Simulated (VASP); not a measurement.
A convergence study with VASP on PbTe (rock salt): one setting is varied, all else stays as given below, so the limit is that of these other settings.

```xyz
2
Lattice="0.0000 3.2300 3.2300 3.2300 0.0000 3.2300 3.2300 3.2300 0.0000" Properties=species:S:1:pos:R:3 pbc="T T T"
Te     3.2300     3.2300     3.2300
Pb     0.0000     0.0000     0.0000
```

Calculation: LDA (Ceperley-Alder, Perdew-Zunger), VASP's LDA PAW potentials (set 64) (plane waves; VASP). The tightest run used: 550 eV cut-off, 12×12×12 Monkhorst-Pack mesh, Gaussian smearing of 0.050 eV, potentials Te Pb_d.

Question: The settings run are 1×1×1 mesh; 2×2×2 mesh; 3×3×3 mesh; 4×4×4 mesh; 5×5×5 mesh; 6×6×6 mesh; 7×7×7 mesh; 8×8×8 mesh; 9×9×9 mesh; 10×10×10 mesh; 11×11×11 mesh; 12×12×12 mesh. From which on does the stress (every component) stay within 0.5 GPa of the tightest run?

Answer: From 3×3×3 mesh on: it is off by 0.08 there and by no more than 0.5 in any finer run, while 2×2×2 mesh is off by 1.81.
```csv
setting,E (eV/atom),pressure (GPa),irreducible k-points,difference judged (GPa)
1×1×1 mesh,-1.4676,22.69,1,24.30
2×2×2 mesh,-4.6689,-3.42,2,1.81
3×3×3 mesh,-4.4086,-1.69,4,0.08
4×4×4 mesh,-4.3851,-1.57,10,0.04
5×5×5 mesh,-4.3827,-1.62,10,0.01
6×6×6 mesh,-4.3818,-1.62,28,0.01
7×7×7 mesh,-4.3824,-1.63,20,0.02
8×8×8 mesh,-4.3819,-1.62,60,0.01
9×9×9 mesh,-4.3819,-1.62,35,0.01
10×10×10 mesh,-4.3817,-1.61,110,0.00
11×11×11 mesh,-4.3817,-1.61,56,0.00
12×12×12 mesh,-4.3816,-1.61,182,0.00
```

Left out are rungs that failed or repeat a setting and relaxations that didn't move; long series are thinned to 24 rows.

The compound is PbTe in the rock salt structure. The cell was not relaxed at this level.
